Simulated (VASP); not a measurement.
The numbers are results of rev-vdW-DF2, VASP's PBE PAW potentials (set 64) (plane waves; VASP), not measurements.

Input for VASP

### INCAR
```
GGA = MK
LCHARG = .False.
LMAXMIX = 6   # l cut-off of mixed one-centre charges
LWAVE = .False.
IBRION = 2
SYSTEM = Pt3Ti
PARAM2 = 0.7114
ZAB_VDW = -1.8867
PARAM1 = 0.1234568
ISMEAR = 1
EDIFF = 1E-6
LUSE_VDW = .True.
NSW = 60   # most ionic steps
EDIFFG = -0.02   # ionic stop
ALGO = Normal   # blocked Davidson
PREC = Accurate
SIGMA = 0.1
NELM = 100   # most electronic steps
AGGAC = 0.0
LREAL = .False.
ENCUT = 520   # plane-wave cut-off (eV)
LASPH = .True.   # aspherical one-centre terms
ISIF = 3
```

KPOINTS:
```
Automatic mesh
0
Gamma
7 7 7
0 0 0
```

File POSCAR:
```
Pt3Ti
1
    3.8984325567     0.0000000000     0.0000000000
   -0.0000000000     3.8984325567     0.0000000000
   -0.0000000000     0.0000000000     3.8984325567
Ti Pt
1 3
Direct
  0.0000000000   0.0000000000   0.0000000000
  0.0000000000   0.5000000000   0.5000000000
  0.5000000000   0.0000000000   0.5000000000
  0.5000000000   0.5000000000   0.0000000000
```

POTCAR, in this order: Ti_sv Pt (PBE.64 set). Program: vasp_std.

The run wrote:

**OSZICAR**
```
       N       E                     dE             d eps       ncg     rms          rms(c)
DAV:   1     0.393089841698E+03    0.39309E+03   -0.21468E+04  1000   0.181E+03
DAV:   2     0.914072054630E+01   -0.38395E+03   -0.37720E+03  1088   0.449E+02
DAV:   3    -0.230003468348E+02   -0.32141E+02   -0.30634E+02  1510   0.110E+02
DAV:   4    -0.239424369782E+02   -0.94209E+00   -0.93819E+00  1142   0.201E+01
DAV:   5    -0.239771321229E+02   -0.34695E-01   -0.34664E-01  1435   0.386E+00    0.227E+01
DAV:   6    -0.221905827799E+02    0.17865E+01   -0.21117E+01  1408   0.329E+01    0.140E+01
DAV:   7    -0.218001402600E+02    0.39044E+00   -0.28772E+01  1438   0.330E+01    0.105E+01
DAV:   8    -0.210188525036E+02    0.78129E+00   -0.16585E+00  1422   0.100E+01    0.465E+00
DAV:   9    -0.209172264264E+02    0.10163E+00   -0.19630E+00  1498   0.766E+00    0.223E+00
DAV:  10    -0.208659307029E+02    0.51296E-01   -0.31066E-01  1433   0.383E+00    0.350E-01
DAV:  11    -0.208680389319E+02   -0.21082E-02   -0.47845E-03  1306   0.546E-01    0.491E-01
DAV:  12    -0.208661018657E+02    0.19371E-02   -0.13000E-02  1505   0.691E-01    0.111E-01
DAV:  13    -0.208660703970E+02    0.31469E-04   -0.19422E-04  1116   0.102E-01    0.668E-02
DAV:  14    -0.208660691985E+02    0.11985E-05   -0.40254E-05  1297   0.482E-02    0.565E-02
DAV:  15    -0.208660441537E+02    0.25045E-04   -0.11602E-04  1461   0.713E-02    0.734E-03
DAV:  16    -0.208660444055E+02   -0.25179E-06   -0.22458E-06   920   0.102E-02
   1 F= -.20866044E+02 E0= -.20865695E+02  d E =-.208660E+02
       N       E                     dE             d eps       ncg     rms          rms(c)
DAV:   1    -0.233256739032E+02   -0.24596E+01   -0.62747E+01  1080   0.743E+01    0.114E+01
DAV:   2    -0.208464954717E+02    0.24792E+01   -0.91551E+00  1074   0.240E+01    0.552E+00
DAV:   3    -0.209328986536E+02   -0.86403E-01   -0.39076E+00  1450   0.130E+01    0.369E+00
DAV:   4    -0.207180643617E+02    0.21483E+00   -0.14699E+00  1417   0.729E+00    0.214E+00
DAV:   5    -0.207435991987E+02   -0.25535E-01   -0.77649E-02  1439   0.154E+00    0.845E-01
DAV:   6    -0.207570689698E+02   -0.13470E-01   -0.70110E-02  1432   0.100E+00    0.278E-01
DAV:   7    -0.207569685813E+02    0.10039E-03   -0.89022E-03  1501   0.635E-01    0.299E-01
DAV:   8    -0.207562812282E+02    0.68735E-03   -0.30556E-03  1454   0.335E-01    0.376E-02
DAV:   9    -0.207562843341E+02   -0.31059E-05   -0.22112E-04  1195   0.908E-02    0.199E-02
DAV:  10    -0.207562816978E+02    0.26363E-05   -0.23091E-05  1457   0.272E-02    0.739E-03
DAV:  11    -0.207562814296E+02    0.26820E-06   -0.17807E-06   823   0.107E-02
   2 F= -.20756281E+02 E0= -.20756701E+02  d E =0.109763E+00
       N       E                     dE             d eps       ncg     rms          rms(c)
DAV:   1    -0.221765173444E+02   -0.14202E+01   -0.31075E+01  1072   0.505E+01    0.848E+00
DAV:   2    -0.210219865079E+02    0.11545E+01   -0.48575E+00  1129   0.160E+01    0.380E+00
DAV:   3    -0.211431020735E+02   -0.12112E+00   -0.38305E+00  1509   0.118E+01    0.506E+00
DAV:   4    -0.208810235678E+02    0.26208E+00   -0.26271E+00  1417   0.875E+00    0.129E+00
DAV:   5    -0.208802793120E+02    0.74426E-03   -0.64640E-02  1415   0.162E+00    0.482E-01
DAV:   6    -0.208889892404E+02   -0.87099E-02   -0.29419E-02  1456   0.606E-01    0.419E-01
DAV:   7    -0.208891608499E+02   -0.17161E-03   -0.37130E-03  1373   0.395E-01    0.203E-01
DAV:   8    -0.208898753621E+02   -0.71451E-03   -0.80754E-04  1175   0.171E-01    0.958E-02
DAV:   9    -0.208898660667E+02    0.92954E-05   -0.29010E-04  1455   0.899E-02    0.581E-02
DAV:  10    -0.208898630369E+02    0.30297E-05   -0.85352E-05  1427   0.698E-02    0.776E-03
DAV:  11    -0.208898622492E+02    0.78776E-06   -0.28166E-06  1006   0.107E-02
   3 F= -.20889862E+02 E0= -.20889703E+02  d E =-.238178E-01
```

### OUTCAR
```
------------------------ aborting loop because EDIFF is reached ----------------------------------------
  FORCE on cell =-STRESS in cart. coord.  units (eV):
  Direction    XX          YY          ZZ          XY          YZ          ZX
  --------------------------------------------------------------------------------------
  Total       -0.0422890     -0.0422890     -0.0422890      0.0000000      0.0000000     -0.0000000
  in kB       -1.1179651     -1.1179651     -1.1179651      0.0000000      0.0000000     -0.0000000
  external PRESSURE =      -1.1179651 kB  Pullay stress =       0.0000000 kB
  volume of cell :       60.61
      direct lattice vectors                 reciprocal lattice vectors
     3.927987182 -0.000000000 -0.000000000     0.254583315 -0.000000000 -0.000000000
     0.000000000  3.927987182 -0.000000000     0.000000000  0.254583315 -0.000000000
     0.000000000  0.000000000  3.927987182     0.000000000  0.000000000  0.254583315
 POSITION                                       TOTAL-FORCE (eV/Angst)
 -----------------------------------------------------------------------------------
      0.00000      0.00000      0.00000        -0.000000     -0.000000      0.000000
      0.00000      1.96399      1.96399         0.000000     -0.000000     -0.000000
      1.96399      0.00000      1.96399        -0.000000      0.000000      0.000000
      1.96399      1.96399     -0.00000        -0.000000     -0.000000      0.000000
 -----------------------------------------------------------------------------------
    total drift:                                0.000000      0.000000     -0.000000
  FREE ENERGIE OF THE ION-ELECTRON SYSTEM (eV)
  ---------------------------------------------------
  free  energy   TOTEN  =       -20.8898622492 eV

  energy  without entropy=      -20.8893836120  energy(sigma->0) =      -20.88970270

 reached required accuracy - stopping structural energy minimisation
```
(Selected blocks of OUTCAR.)

**CONTCAR**
```
Pt3Ti
   1.00000000000000
     3.9279871822224548   -0.0000000000000000   -0.0000000000000000
     0.0000000000000000    3.9279871822224548   -0.0000000000000000
     0.0000000000000000    0.0000000000000000    3.9279871822224548
  Ti              Pt
     1     3
Direct
     0.0000000000000000    0.0000000000000000    0.0000000000000000
     0.0000000000000000    0.5000000000000000    0.5000000000000000
     0.5000000000000000    0.0000000000000000    0.5000000000000000
     0.5000000000000000    0.5000000000000000    0.0000000000000000
```

Energy and stress use the plane-wave basis of the starting cell.

The compound is Pt3Ti in the L1_2 structure. This run relaxes it. Symmetry was kept, so distortions that lower it aren't found.
